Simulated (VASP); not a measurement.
Here is the system:

```yaml
crystal:
  lattice:
    - [2.60835, -4.51779, 0.00000]
    - [2.60835, 4.51779, 0.00000]
    - [0.00000, 0.00000, 4.16499]
  atoms:
    - { symbol: Co, position: [0.50000, 0.00000, 0.00000] }
    - { symbol: Co, position: [0.50000, 0.50000, 0.00000] }
    - { symbol: Co, position: [0.00000, 0.50000, 0.00000] }
    - { symbol: Sn, position: [0.00000, 0.00000, 0.00000] }
    - { symbol: Sn, position: [0.33333, 0.66667, 0.50000] }
    - { symbol: Sn, position: [0.66667, 0.33333, 0.50000] }
```

Level of theory: PBEsol GGA, VASP's PBE PAW potentials (set 64) (plane waves; VASP 6.6.1). Settings: 400 eV cut-off, 6×6×7 Γ-centred mesh, first-order Methfessel-Paxton smearing of 0.10 eV, potentials Co Sn_d.

Unless said otherwise, spin-orbit coupling is left out, though it shifts the bands of the heavy elements here.

Q: Predict the energy per atom (σ→0), band gap (on the k-mesh) with the smallest direct gap where there is one.

A: 
```yaml
band gap (on the k-mesh): none (metal, semimetal or under 0.01 eV)
energy per atom (σ→0): -594.6 kJ/mol of atoms
```

The compound is CoSn in the sg191 structure. It was relaxed first. The start is the result of an earlier pass. The run is not spin-polarised, so no magnetic state was tried. The electron count is odd and the run is not spin-polarised, which forces a metal.
